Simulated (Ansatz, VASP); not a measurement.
## ScGaN in VASP and in Ansatz

```
CELL_PARAMETERS angstrom
3.52121 0.00000 0.00000
-1.76060 3.04945 0.00000
0.00000 0.00000 5.04260
ATOMIC_POSITIONS crystal
Sc 0.33333 0.66667 0.50000
Ga 0.66667 0.33333 0.00000
N 0.00000 0.00000 0.50000
```

Change from the starting cell: species swapped into the GdZnSi type (P-6m2, No. 187).

Alike in both runs: functional PBE; k mesh 6 × 6 × 4; occupations gaussian, width 0.1 eV; no spin polarisation.

Ansatz relaxed the structure, and its values are those at the end. VASP's run is a single point on that final structure, the one shown.

|  | VASP | Ansatz |
| --- | --- | --- |
| version | VASP 6.6.1 | Ansatz 0.2.0 |
| potentials or method | VASP PAW PBE potentials, release 64 (Sc_sv, Ga_d, N) | scalar-relativistic, plane waves, PAW |
| plane-wave cutoff (eV) | 520 | 420 |
| valence electrons in the cell | 29 | 29 |

|  | VASP | Ansatz | Ansatz less VASP |
| --- | --- | --- | --- |
| gap on the k mesh at the Fermi level (eV) | none | none | - |
| pressure (GPa) | 0.4 | 0.0 | -0.42 |

A gap of «none» marks a metal or a gap that the smearing closes. The functional is the same, so the differences come from potentials, cutoffs and numerics.
